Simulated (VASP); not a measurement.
A convergence study with VASP on Ag (fcc): one setting is varied, all else stays as given below, so the limit is that of these other settings.

```yaml
crystal:
  lattice:
    - [0.00000, 2.04500, 2.04500]
    - [2.04500, 0.00000, 2.04500]
    - [2.04500, 2.04500, 0.00000]
  atoms:
    - { symbol: Ag, position: [0.00000, 0.00000, 0.00000] }
```

Computed with PBE GGA, VASP's PBE PAW potentials (set 64) (plane waves; VASP). The tightest run used: 550 eV cut-off, 21×21×21 Monkhorst-Pack mesh, first-order Methfessel-Paxton smearing of 0.10 eV, potentials Ag.

```tsv
setting	E (eV/atom)	pressure (GPa)	irreducible k-points
1×1×1 mesh	-10.3275	-74.16	1
2×2×2 mesh	-2.0009	8.92	2
3×3×3 mesh	-3.0289	0.92	4
4×4×4 mesh	-2.6567	5.70	10
5×5×5 mesh	-2.8277	3.23	10
6×6×6 mesh	-2.7023	4.63	28
7×7×7 mesh	-2.7588	3.73	20
8×8×8 mesh	-2.7078	4.03	60
9×9×9 mesh	-2.7268	3.92	35
10×10×10 mesh	-2.7126	4.09	110
```

Q: These are the cheaper rows. Estimate the results at 21×21×21 mesh, and how far the last row shown lies from them.

A: 
```
quantity        tightest run  last row shown is off by
--------------  ------------  ------------------------
E (eV/atom)          -2.7050                   -0.0075
pressure (GPa)          4.13                     -0.04
```

Left out are rungs that failed or repeat a setting and relaxations that didn't move; long series are thinned to 24 rows.

The compound is Ag in the fcc structure. The cell was not relaxed at this level.
